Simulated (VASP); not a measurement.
An input for Ansatz (written as the equivalent of a VASP run, and not itself run):

Ansatz 0.2 input:
```yaml
crystal:
  lattice:
    - [0.0000000, 2.3034250, 2.3034250]
    - [2.3034250, 0.0000000, 2.3034250]
    - [2.3034250, 2.3034250, 0.0000000]
  atoms:
    - { symbol: Na, position: [0.0000000, 0.0000000, 0.0000000] }
    - { symbol: F, position: [0.5000000, 0.5000000, 0.5000000] }
kpoints:
  mp_grid: { grid: [10, 10, 10] }
hamiltonian:
  xc: pbesol
  pseudopotentials: { kind: paw }
scf:
  occupations: { method: gaussian, width: 0.05 }
  max_iter: 100
relax:
  max_steps: 30
  f_tol: 0.01
output: { forces: true, stress: true, eigenvalues: true }
```

Task: Write the VASP files for the same calculation (PBEsol).

Result: Several could match; the one computed here: 
POSCAR:
```
NaF
1.0
  0.0000000000   2.3034250000   2.3034250000
  2.3034250000   0.0000000000   2.3034250000
  2.3034250000   2.3034250000   0.0000000000
Na F
1 1
Cart
  0.0000000000   0.0000000000   0.0000000000
  2.3034250000   2.3034250000   2.3034250000
```

KPOINTS:
```
Automatic mesh
0
Gamma
10 10 10
0 0 0
```

### INCAR
```
# general
SYSTEM  =  NaF
PREC    =  Accurate
ENCUT   =  600
LREAL   =  F
LASPH   =  T

# electronic loop
EDIFF   =  1E-7
NELM    =  100
ALGO    =  Normal

# smearing
ISMEAR  =  0
SIGMA   =  0.05

# functional
GGA     =  PS

# ions
IBRION  =  2
NSW     =  30
ISIF    =  2
EDIFFG  =  -0.01

# output
LWAVE   =  F
LCHARG  =  F
```

POTCAR, in this order: Na_pv F (PBE.64 set). Program: vasp_std.

What does not carry over: each code has its own PAW files, so the cut-off isn't converted (ENCUT is set for VASP's; basis.ecutwfc is left out, and Ansatz then takes the one that its files recommend); Ansatz stops its SCF on the density residual and VASP on the energy change (EDIFF).

The compound is NaF in the rock salt structure. This cell was strained or had an atom moved on purpose.
